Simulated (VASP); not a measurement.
Calculation: PBE GGA, VASP's PBE PAW potentials (set 64) (plane waves; VASP).

A VASP calculation is set up with these files.

**POSCAR**
```
B31N31Si
1
    7.2488848260     0.0000000000     0.0000000000
    0.0000000000     7.2488848260     0.0000000000
    0.0000000000     0.0000000000     7.2488848260
B N Si
31 31 1
Direct
  0.4982813203   0.0008225329   0.0014886962
  0.7470011366   0.2525799224   0.0040700448
  0.7470057762   0.0033746856   0.2532450350
  0.9981826159   0.0013942201   0.0020613828
  0.2462785486   0.2495576508   0.9996043237
  0.4988162109   0.5007942879   0.9988881048
  0.7500225886   0.7532926132   0.9996034812
  0.2462965341   0.9989497482   0.2502512253
  0.4841369727   0.2474281329   0.2481045126
  0.7521236777   0.5154226276   0.2481333728
  0.4988014500   0.9982351517   0.5014228527
  0.7521603841   0.2474194708   0.5160977536
  0.7500118606   0.9989534185   0.7539385722
  0.9987425103   0.5013187404   0.0014897128
  0.2493600619   0.7502676014   0.9989447058
  0.9962053512   0.2525643677   0.2532467968
  0.2465736231   0.5021590941   0.2472982501
  0.4974371998   0.7530221289   0.2473315648
  0.9987487626   0.0008132037   0.5019784428
  0.2465356292   0.2466370127   0.5028537912
  0.7529411714   0.7530291933   0.5028384527
  0.2493294253   0.9982887304   0.7509000148
  0.4974085539   0.2466221572   0.7536962943
  0.7529366060   0.5021703029   0.7536905009
  0.0006294428   0.7532864160   0.2502301092
  0.0013504536   0.5008095901   0.5014146276
  0.2520959017   0.7474983056   0.4987629035
  0.0005858373   0.2495574836   0.7539348993
  0.2520433607   0.4980941352   0.7481598901
  0.5014749856   0.7475098461   0.7481659624
  0.0013187974   0.7502540304   0.7508909998
  0.6222910130   0.1282247642   0.1288964660
  0.8713538504   0.3772912964   0.1289102237
  0.8713638868   0.1282040781   0.3779373384
  0.1229138568   0.1250381672   0.1257150992
  0.3710920222   0.3743956516   0.1202137427
  0.6252015300   0.6284742627   0.1202230326
  0.8745356644   0.8766598342   0.1257060159
  0.3710847822   0.1195655111   0.3750461374
  0.8800071782   0.6284982644   0.3750393547
  0.6251697677   0.1195516615   0.6291304131
  0.8800297701   0.3744064072   0.6291234678
  0.8745195502   0.1250491133   0.8773437977
  0.1240555427   0.6253576315   0.1228139536
  0.3742319903   0.8755260704   0.1228290474
  0.1253363437   0.3740678563   0.3747033732
  0.3735520870   0.6260120666   0.3644172968
  0.6255118603   0.8742475808   0.3747054026
  0.1240427978   0.1221658384   0.6260224938
  0.3735433919   0.3637492125   0.6266852522
  0.6358184285   0.6260168076   0.6266793632
  0.8774135330   0.8755260950   0.6260187706
  0.3742133683   0.1221572765   0.8762095126
  0.6255196713   0.3740577371   0.8749167624
  0.8774252257   0.6253598124   0.8762004299
  0.1244524025   0.8751248757   0.3748525869
  0.1277181797   0.6232434656   0.6238908283
  0.3763436128   0.8718781270   0.6238986212
  0.1244344651   0.3741882421   0.8757947465
  0.3763325641   0.6232410050   0.8725328687
  0.6253805089   0.8751250395   0.8757872662
  0.1254029404   0.8742018765   0.8748749521
  0.5448124639   0.4547495691   0.4554381056
```

KPOINTS:
```
Automatic
0
G
1 1 1
```

### INCAR
```
NELM = 100   ! most electronic steps
LASPH = .TRUE.   ! aspherical one-centre terms
LHYPERFINE = .TRUE.
ISPIN = 2   ! spin-polarised
PREC = Normal
SYSTEM = B31N31Si
LREAL = Auto   ! projection in real space or not
NELMIN = 4
ISYM = 0
NUPDOWN = 3
LCHARG = .FALSE.
LORBIT = 11   ! lm-projected
NELECT = 251.0
LWAVE = .TRUE.
SIGMA = 0.05   ! width (eV)
ALGO = Fast   ! Davidson, then RMM-DIIS
GGA = PE   ! PBE
MAGMOM = 63*0.0476
ENCUT = 400
EDIFF = 1E-6   ! SCF stop (eV)
ISMEAR = 0   ! Gaussian
```

POTCAR, in this order: B N Si (PBE.64 set). Program: vasp_gam. Read from the step before: WAVECAR.

What will the output report for the number of irreducible k-points (NKPTS), largest plane-wave count, FFT grid (NGX, NGY, NGZ)?

```yaml
number of irreducible k-points (NKPTS): 1
largest_plane_wave_count: 3466
FFT grid (NGX, NGY, NGZ): 36 × 36 × 36
```

The cell is a supercell with a defect, built from BN (zinc blende): Si_B-vac_N, charge +1.
